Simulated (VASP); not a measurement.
# CoSi: relaxation of cell and atoms with PBEsol

The system is CoSi.

```
Co Si
1.0
     4.43800    0.00000    0.00000
     0.00000    4.43800    0.00000
     0.00000    0.00000    4.43800
Co Si
4 4
Direct
  0.14000 0.14000 0.14000
  0.36000 0.86000 0.64000
  0.64000 0.36000 0.86000
  0.86000 0.64000 0.36000
  0.84300 0.84300 0.84300
  0.65700 0.15700 0.34300
  0.34300 0.65700 0.15700
  0.15700 0.34300 0.65700
```

| Property | Result |
| --- | --- |
| Program | VASP 6.6.1 |
| Task | relaxation of cell and atoms |
| Functional | PBEsol |
| Potentials or basis | VASP PAW PBE potentials, release 64 (Co, Si) |
| Cutoff | 600 eV |
| k mesh | 8 × 8 × 8 |
| Occupations | methfessel-paxton, width 0.1 eV |
| Spin | no spin polarisation |
| Further INCAR settings | ALGO = Normal; EDIFF = 1e-06; IBRION = 2; EDIFFG = -0.01; NSW = 90; ISIF = 3 |

| Item | Value |
| --- | --- |
| Relaxed volume | 10.55 Å³/atom |
| Relaxed cell | a = 4.387 Å, b = 4.387 Å, c = 4.387 Å, α = 90.00°, β = 90.00°, γ = 90.00° |
| Space group after relaxing (to 0.05 Å) | P2_13 (No. 198) |
| Energy gained by relaxing | 11.6 meV/atom |
| Ionic steps | 10 |
| Pressure after relaxing | 0.0 GPa |
| Band gap on the k mesh | none (metal or under the smearing width) |

The path:
```csv
step,energy change (eV),largest force (eV/Å),pressure (GPa),volume (Å³)
1,0.0000,0.2447,-7.07,87.41
2,0.0241,0.4059,10.31,81.45
3,-0.0678,0.3234,0.34,84.58
4,-0.0830,0.2030,0.37,84.49
5,-0.0926,0.0482,0.38,84.35
6,-0.0927,0.0492,0.25,84.33
7,-0.0928,0.0049,-0.51,84.57
8,-0.0929,0.0252,-0.23,84.46
9,-0.0930,0.0127,0.03,84.38
10,-0.0930,0.0016,-0.01,84.41
```

Final structure:
```
Co Si
1.0
     4.38658    0.00000    0.00000
     0.00000    4.38658    0.00000
     0.00000    0.00000    4.38658
Co Si
4 4
Direct
  0.14575 0.14575 0.14575
  0.35425 0.85425 0.64575
  0.64575 0.35425 0.85425
  0.85425 0.64575 0.35425
  0.84333 0.84333 0.84333
  0.65667 0.15667 0.34333
  0.34333 0.65667 0.15667
  0.15667 0.34333 0.65667
```

Levels at points of the mesh, in eV from the Fermi level:
```
           k point  band 22  band 23  band 24  band 25  band 26  band 27  band 28  band 29  band 30  band 31
(0.00, 0.00, 0.00)    -0.93    -0.80    -0.80     0.01     0.01     0.01     2.67     2.67     2.67     3.02
(0.50, 0.00, 0.00)    -1.07    -0.66    -0.66    -0.49    -0.49     1.06     1.06     1.61     1.61     4.41
(0.50, 0.50, 0.00)    -1.53    -1.02    -1.02    -0.03    -0.03     0.64     0.64     2.14     2.14     2.63
(0.50, 0.50, 0.50)    -1.26    -1.26    -1.26    -0.22    -0.22    -0.22    -0.22     5.64     5.64     5.64
```

It took 3.6 min on 4 MPI ranks on AMD EPYC 7R43 64-Core Processor (Zen 3), with other jobs on the host, peak memory 0.26 GiB a rank.

Caveat: the PAW data sets were made with another functional, which shifts forces and pressure a little. Spin polarisation is off, so any magnetic state and its effect on volume and gap are missing.
